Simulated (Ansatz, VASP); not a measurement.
# Al (Al strained to the junction's net): VASP beside Ansatz

Wanted: the spread between two codes on one cell, functional and k mesh. The structure shown is the end of the Ansatz relaxation below.

Main program and level: Ansatz 0.2.0; plane waves, with VASP 6.6.1 beside it; single point at PBE.

## 1. Starting point

It takes space group R-3m (No. 166, trigonal). Conventional cell: a = 2.835 Å, b = 2.835 Å, c = 7.009 Å, α = 90.00°, β = 90.00°, γ = 120.00°. Nearest to Al lie 12 Al at 2.83 to 2.85 Å.

## 2. Ansatz: relaxation, PBE

Ansatz runs on its default PAW (the set named soft_2) files.

This run makes the geometry at which the two programs are then compared.

The input, input.yaml:

```yaml
crystal:
  lattice:
    - [2.835, 0.0, 0.0]
    - [-1.4175, 2.4551820197, 0.0]
    - [0.0, 0.0, 7.0347125518]
  atoms:
    - { symbol: Al, position: [0.0, 0.0, 0.0] }
    - { symbol: Al, position: [0.3333333333, 0.6666666667, 0.3333333333] }
    - { symbol: Al, position: [0.6666666667, 0.3333333333, 0.6666666667] }
kpoints:
  mp_grid: { grid: [18, 18, 4] }
scf:
  occupations: { method: fermi_dirac, width: 0.1 }
  max_iter: 150
hamiltonian:
  xc: pbe
relax:
  f_tol: 0.01
  max_steps: 40
  cell: { fix: [a, b, angles] }
```

Command:

```console
ansatz run input.yaml --threads 4 --pin off --max-ram 10240MiB --backend cpu --events-out ev --progress --plain --runs-dir out
```

Numbers of over 12 decimals in the logs are rounded to 6 here.

What it wrote:

```text
Engine: ansatz 0.2.0, aarch64-unknown-linux-gnu
Pseudopotentials: kind: paw
Pseudopotential: Al, paw, valence charge 3, recommended cutoff 420 eV (normal), Al.paw.azcp
Functional definition: PBE
  parameter kappa = 0.804
  parameter beta = 0.066725
  exchange = pbe_x(kappa = kappa, mu = beta*pi^2/3)
  correlation = pbe_c(beta = beta)
Crystal: 3 atoms, lattice volume = 48.965 Å³
Basis set: ecut = 420 eV, 959 PW (Γ), exchange–correlation on 40×40×96 points (8 copies of the dense FFT grid, shifted against one another)
Bands: 9, of which v1, the nominal top of the filled ones, is band 5 counted from 1 (4 counted from 0)
Symmetry: 36 space group operations
Space group: R-3m (ITA 166), of the structure as read, at distance tolerance 3.7e-5 Å
k-points: 138 of 1296
Non-local potential: Al, projectors of the file, l = 0: 2, l = 1: 2, l = 2: 1
PAW form: soft (Blöchl's): semilocal exchange-correlation on the pseudo side does not see the compensation charge
PAW one-centre angular grid: Al, 110 points (default); XC on 64 Gauss nodes
Initial density: superposition of atomic densities (neutral atoms: chi_scale 0, normalization atom), corrected by the library's trained network
Initial wavefunctions: pseudopotential atomic-orbital guess
Functional: x = pbe(κ = 0.804, μ = 0.219515), c = pbe(β = 0.066725)
SCF iter   1: F=—  HF=-1612.529480 eV  |F-HF|=—  |Δ(HF+E_count)|=         —  Δρ=5.17e-4  dr2=5.62e-5  ethr=1.77e-3  ⟨swp⟩=5.8  Hψ=22300  notcnv=0  defer=23
automatic band count: the SCF goes on with 13 bands, as 9 were too few: the levels above may hold too much charge
preconditioner: auto → none  [metal: Δε(μ)=0.017 eV  Ē_g=10.432 eV  σ=0.100 eV  W_gap=0.04  n_scr=4 (ndim 8)  ℏωp=15.9 eV  f_vac=0.000  D(μ)=1.16/eV (n_scr^D=4)  sad-step TF]
SCF iter   2: F=—  HF=-1612.529583 eV  |F-HF|=—  |Δ(HF+E_count)|=   1.03e-4  Δρ=2.95e-4  dr2=1.99e-5  ethr=6.24e-7  ⟨swp⟩=2.0  Hψ=3314  notcnv=0  defer=24
iter 3 did not close the SCF: its close was put off for the readings that it lacked (scf_convergence_deferred on its scf_iter line)
SCF iter   3: F=-1612.529613 eV  HF=-1612.529613 eV  |F-HF|=2.49e-8  |Δ(HF+E_count)|=   2.98e-5  Δρ=1.52e-5  dr2=7.29e-8  ethr=2.21e-7  ⟨swp⟩=1.8  Hψ=1989  notcnv=0  defer=24
iter 4 did not close the SCF: its close was put off for the readings that it lacked (scf_convergence_deferred on its scf_iter line)
SCF iter   4: F=-1612.529613 eV  HF=-1612.529613 eV  |F-HF|=2.16e-9  |Δ(HF+E_count)|=   2.39e-8  Δρ=2.04e-6  dr2=6.88e-10  ethr=8.10e-10  ⟨swp⟩=2.2  Hψ=2175  notcnv=0  defer=24
iter 5 did not close the SCF: its close was put off for the readings that it lacked (scf_convergence_deferred on its scf_iter line)
SCF iter   5: F=-1612.529613 eV  HF=-1612.529613 eV  |F-HF|=4.77e-12  |Δ(HF+E_count)|=   2.19e-9  Δρ=3.09e-7  dr2=2.92e-11  ethr=7.64e-12  ⟨swp⟩=2.0  Hψ=2203  notcnv=0  defer=24
SCF iter   6: F=-1612.529613 eV  HF=-1612.529613 eV  |F-HF|=6.82e-13  |Δ(HF+E_count)|=  6.14e-12  Δρ=2.23e-8  dr2=2.45e-13  ethr=1.00e-12  ⟨swp⟩=1.0  Hψ=3884  notcnv=0
SCF 1 converged in 6 iterations: F = -1612.529613 eV  dr2 = 2.45e-13
  greatest PAW one-centre occupation: 0.446 electrons in one spin orbital (limit 2), on the Al atom at site 2 (counted from 0), in its partial waves of l = 0
relax step   1: F+E_penalty+E_count = -1612.52961326 eV  Δ(F+E_penalty+E_count) = +0.000e0 eV  max|allowed force component| = 2.879e-27 eV/Å  Δτ_max = 0.0000 Å  P = +0.871 GPa  Ω = 48.965 Å³  fix = [a, b, alpha, beta, gamma]  reactions: a +1.618, b +1.618 GPa  (6 SCF iters, dr2 threshold 1.00e-7 eV, accepted)
[...]
relax step   2: F+E_penalty+E_count = -1612.53005969 eV  Δ(F+E_penalty+E_count) = -4.464e-4 eV  max|allowed force component| = 2.409e-27 eV/Å  Δτ_max = 0.0000 Å  P = +1.219 GPa  Ω = 48.756 Å³  energy of the carried Pulay correction = +9.591e-5 eV  fix = [a, b, alpha, beta, gamma]  reactions: a +1.783, b +1.783 GPa  (6 SCF iters, dr2 threshold 3.00e-7 eV, accepted)
[...]
relax step   3: F+E_penalty+E_count = -1612.53005481 eV  Δ(F+E_penalty+E_count) = +4.878e-6 eV  max|allowed force component| = 2.378e-27 eV/Å  Δτ_max = 0.0000 Å  P = +1.175 GPa  Ω = 48.782 Å³  energy of the carried Pulay correction = +8.390e-5 eV  fix = [a, b, alpha, beta, gamma]  reactions: a +1.762, b +1.762 GPa  (6 SCF iters, dr2 threshold 1.99e-8 eV, accepted)
[...]
relax step   4: F+E_penalty+E_count = -1612.52997297 eV  Δ(F+E_penalty+E_count) = +8.184e-5 eV  max|allowed force component| = 3.496e-27 eV/Å  Δτ_max = 0.0000 Å  P = +1.172 GPa  Ω = 48.782 Å³  fix = [a, b, alpha, beta, gamma]  reactions: a +1.761, b +1.761 GPa  stress off target by 5.73e-3 GPa on what of the cell is left free  SCF on the basis re-selected at this cell (its energy is not comparable with the rows above)  (8 SCF iters)
basis re-selected at this cell: Δ(F+E_penalty+E_count) = +8.184e-5 eV, ΔP = -0.002 GPa vs the last step (what re-selecting the basis moved, of the pressure what is left beyond the Pulay correction that the steps carried, after the strain that the cell walked since its last selection, with what the two solves' SCF thresholds leave and, on support functions, any second-order correction that the steps lacked; it is no m [...]
SCF converged after 8 iterations
Free energy (F): -1612.529973 eV
Harris-Foulkes:  -1612.529973 eV  (|F-HF|=2.27e-13)
Internal energy: -1612.491293 eV  (E = F + TS)
E sigma→0 (E₀):  -1612.510633 eV
Entropy (-TS):   -0.038680 eV (-12.893 meV/atom)
Fermi energy:    8.100079 eV
--- Per-component energies (eV) ---
  E_band       = 32.727940
  E_kinetic    = 68.988076
  E_local      = 30.365259  (includes V_loc(G=0)·N_el)
  E_nonlocal   = 31.018917
  E_hartree    = 0.322887
  E_xc         = -119.482600
  E_vxc        = -87.247141  (∫ρ·V_xc dr)
  E_paw        = -1402.085379  (= ΣΔE_a)
  E_vpaw       = -11.042939  (= ΣTr[D̂ρ^β])
  E_aug_tail   = -0.000007  (compensation charges beyond the density's cutoff)
  E_ewald      = -221.618446
  E_smearing   = -0.038680  (= −TS)
  E_closure    = 0.000000  (closes the sum)
  Σ components = -1612.529973   (vs F -1612.529973, Δ=0.00e0)
--- Forces (eV/Å), atoms counted from 1 ---
  atom   1  Al     0.00000000    -0.00000000     0.00000000
  atom   2  Al     0.00000000     0.00000000     0.00000000
  atom   3  Al    -0.00000000     0.00000000     0.00000000
  max |Σ_I F_I| component: 5.24e-27 eV/Å
--- Stress (GPa, compression-positive) ---
        1.761180      -0.000000       0.000000
       -0.000000       1.761180      -0.000000
        0.000000      -0.000000      -0.005727
  P = ⅓ Tr σ = 1.1722 GPa (11.722 kbar)
--- Relaxed structure (3 steps of the walk, 3 accepted, 1 SCFs on fresh bases) ---
  F+E_penalty+E_count = -1612.52997297 eV   max|allowed force component| = 3.496e-27 eV/Å   (the final SCF, on the basis selected at the relaxed cell)
  cell:  # Å, volume = 48.7825 Å³
    - [2.835000, 0, 0]
    - [-1.417500, 2.455182, 0]
    - [0, 0, 7.008530]
  atoms:
    - { symbol: Al, position: [0, 0, 0] }
    - { symbol: Al, position: [0.333333, 0.666667, 0.333333] }
    - { symbol: Al, position: [0.666667, 0.333333, 0.666667] }
```

## 3. VASP: single point, PBE

The same cell, functional, mesh and smearing now go to VASP, with its own data sets.

Lines of VASP's logs that name or quote its potential files are left out, and so is its time.

The input, INCAR:

```
SYSTEM = Al
PREC = Accurate
ENCUT = 500
EDIFF = 1E-06
NELM = 120
ISMEAR = -1
SIGMA = 0.1
LREAL = .FALSE.
ALGO = Normal
GGA = PE
NBANDS = 10
LORBIT = 11
LWAVE = .FALSE.
LCHARG = .FALSE.
ISIF = 2
LASPH = .TRUE.
GGA_COMPAT = .FALSE.
```

The input, POSCAR:

```
Al
1.0
    2.8350000000      0.0000000000      0.0000000000
   -1.4175000000      2.4551820197      0.0000000000
    0.0000000000      0.0000000000      7.0085296990
Al
3
Direct
    0.0000000000      0.0000000000      0.0000000000
    0.3333333333      0.6666666667      0.3333333333
    0.6666666667      0.3333333333      0.6666666667
```

The input, KPOINTS:

```
Automatic mesh
0
Gamma
18 18 4
0 0 0
```

Potentials, in the order of the species: Al (PBE family, release 64).

Command:

```console
mpirun -np 1 vasp_std
```

What it wrote:

```text
[banner, memory and clock lines left out]
running    1 mpi-ranks, on    1 nodes
 distrk:  each k-point on    1 cores,    1 groups
 distr:  one band on    1 cores,    1 groups

 POSCAR found type information on POSCAR Al
 POSCAR found :  1 types and       3 ions
 LDA part: xc-table for (Slater+PW92), standard interpolation
 POSCAR, INCAR and KPOINTS ok, starting setup
 FFT: planning ... GRIDC
 FFT: planning ... GRID_SOFT
 FFT: planning ... GRID
 WAVECAR not read
 entering main loop
       N       E                     dE             d eps       ncg     rms          rms(c)
DAV:   1     0.244770925509E+01    0.24477E+01   -0.29487E+03  2776   0.614E+02
DAV:   2    -0.109224832134E+02   -0.13370E+02   -0.12698E+02  3776   0.747E+01
DAV:   3    -0.113258699815E+02   -0.40339E+00   -0.39330E+00  3672   0.109E+01
DAV:   4    -0.113284696378E+02   -0.25997E-02   -0.25984E-02  3584   0.955E-01
DAV:   5    -0.113284872374E+02   -0.17600E-04   -0.17598E-04  3434   0.812E-02    0.230E+00
DAV:   6    -0.112891496426E+02    0.39338E-01   -0.45364E-03  3262   0.454E-01    0.134E+00
DAV:   7    -0.112606182857E+02    0.28531E-01   -0.12130E-02  3052   0.694E-01    0.202E-01
DAV:   8    -0.112603891278E+02    0.22916E-03   -0.14708E-04  4206   0.821E-02    0.270E-02
DAV:   9    -0.112603827806E+02    0.63472E-05   -0.28097E-06  3358   0.106E-02    0.210E-03
DAV:  10    -0.112603811521E+02    0.16285E-05   -0.22303E-08  2000   0.123E-03    0.146E-03
DAV:  11    -0.112603811310E+02    0.21081E-07   -0.22174E-09  1764   0.419E-04
   1 F= -.11260381E+02 E0= -.11241081E+02  d E =-.386009E-01
```

From OUTCAR (step 3):

```text
ion  position               nearest neighbor table
   1  0.000  0.000  0.000-   2 2.85   3 2.85   2 2.85   3 2.85   3 2.85   2 2.85
   2  0.333  0.667  0.333-   1 2.85   1 2.85   1 2.85   3 2.85   3 2.85   3 2.85
   3  0.667  0.333  0.667-   1 2.85   1 2.85   1 2.85   2 2.85   2 2.85   2 2.85

  LATTYP: Found a hexagonal cell.
 ALAT       =     2.8350000000
 C/A-ratio  =     2.4721445146

 Subroutine GETGRP returns: Found 12 space group operations
 (whereof 12 operations were pure point group operations)

The static configuration has the point symmetry D_3d.

 Found    138 irreducible k-points:

   k-points           NKPTS =    138   k-points in BZ     NKDIM =    138   number of bands    NBANDS=     10

   dimension x,y,z NGX =    24 NGY =   24 NGZ =   54
   dimension x,y,z NGXF=    48 NGYF=   48 NGZF=  108

   ENCUT  =  500.0 eV  36.75 Ry    6.06 a.u.   5.17  5.17 12.78*2*pi/ulx,y,z

   NELECT =       9.0000    total number of electrons

 k-points in reciprocal lattice and weights: Automatic mesh
   0.00000000  0.00000000  0.00000000       0.001
   0.05555556  0.00000000  0.00000000       0.005
   0.11111111  0.00000000  0.00000000       0.005
   0.16666667  0.00000000  0.00000000       0.005
   0.22222222 -0.00000000  0.00000000       0.005
   0.27777778  0.00000000  0.00000000       0.005
   0.33333333 -0.00000000  0.00000000       0.005
   0.38888889  0.00000000  0.00000000       0.005
   0.44444444 -0.00000000  0.00000000       0.005
[...]
0.33333333  0.27777778  0.50000000       0.009
   0.33333333  0.33333333  0.50000000       0.002

 average (electrostatic) potential at core
       1 -72.4521       2 -72.4521       3 -72.4521

 E-fermi :   8.1584

 k-point     1 :       0.0000    0.0000    0.0000
  band No.  band energies     occupation
      1      -3.0823      2.00000
      2      -0.1003      2.00000
      3      -0.1003      2.00000
      4       8.5144      0.05530
      5       8.5144      0.05530
      6      19.1667      0.00000
      7      19.1667      0.00000
      8      19.1667      0.00000
    ...

 k-point     2 :       0.0556    0.0000    0.0000
  band No.  band energies     occupation
      1      -3.0066      2.00000
      2      -0.0262      2.00000
      3      -0.0262      2.00000
      4       8.5815      0.02867
      5       8.5823      0.02844
      6      17.4618      0.00000
      7      18.0628      0.00000
      8      19.4388      0.00000
    ...

 k-point     3 :       0.1111    0.0000    0.0000
  band No.  band energies     occupation
      1      -2.7794      2.00000
      2       0.1961      2.00000
      3       0.1961      2.00000
      4       8.7783      0.00405
      5       8.7860      0.00376
      6      15.3966      0.00000
      7      17.0901      0.00000
      8      17.6872      0.00000
    ...

  Total        0.5240680      0.5240680     -0.0157480      0.0000000      0.0000000      0.0000000
  in kB       17.2121259     17.2121259     -0.5172178      0.0000000      0.0000000      0.0000000
  external PRESSURE =      11.3023447 kB  Pullay stress =       0.0000000 kB

  energy-cutoff  :      500.00
  volume of cell :       48.78
      direct lattice vectors                 reciprocal lattice vectors
     2.835000000  0.000000000  0.000000000     0.352733686  0.203650889  0.000000000
    -1.417500000  2.455182020  0.000000000     0.000000000  0.407301777  0.000000000
     0.000000000  0.000000000  7.008529699     0.000000000  0.000000000  0.142683279

 POSITION                                       TOTAL-FORCE (eV/Angst)
 -----------------------------------------------------------------------------------
      0.00000      0.00000      0.00000         0.000000      0.000000     -0.000000
     -0.00000      1.63679      2.33618        -0.000000      0.000000     -0.000000
      1.41750      0.81839      4.67235         0.000000     -0.000000      0.000000
 -----------------------------------------------------------------------------------
    total drift:                                0.000000     -0.000000      0.000000

  FREE ENERGIE OF THE ION-ELECTRON SYSTEM (eV)
  ---------------------------------------------------
  free  energy   TOTEN  =       -11.2603811310 eV

  energy  without entropy=      -11.2217802137  energy(sigma->0) =      -11.24108067

 total charge
# of ion       s       p       d       tot
------------------------------------------
    1        0.428   0.344   0.000   0.772
    2        0.428   0.344   0.000   0.772
    3        0.428   0.344   0.000   0.772
--------------------------------------------------
tot          1.284   1.033   0.000   2.317

[... 3 further parts left out ...]
```

The run ends at a pressure of 1.13 GPa.

## 4. Side by side

Known differences besides the potentials themselves: the cutoff is 420 eV in Ansatz and 500 eV in VASP; Ansatz's pressure holds a Pulay correction, VASP's none. Total energies have different zeros and are not compared.

Compared:

| quantity | Ansatz | VASP | difference |
| --- | --- | --- | --- |
| pressure (GPa) | 1.17 | 1.13 | +0.04 |

## 5. Results

```
difference in pressure (single point, PBE) : 0.042 GPa
```

In words: The difference in pressure is 0.042 GPa (single point, PBE), within the 1 GPa picked in this series as the mark of a large difference. Such differences can come from data sets, numerical settings and the points named under the comparisons, not from the functional's error against experiment.

[Lines on the potential files, build, host, timing and source positions are cut from VASP's logs without a mark.]

[Logs are printed without paths, hosts, clocks, repeated set-up lines and the standing remarks that a program may print on its own settings, such as how far it seeks lower states.]

[Hosts, paths, dates, database ids (printed as entryN), source tags and the programs' standing remarks are cut or masked in the printed files.]
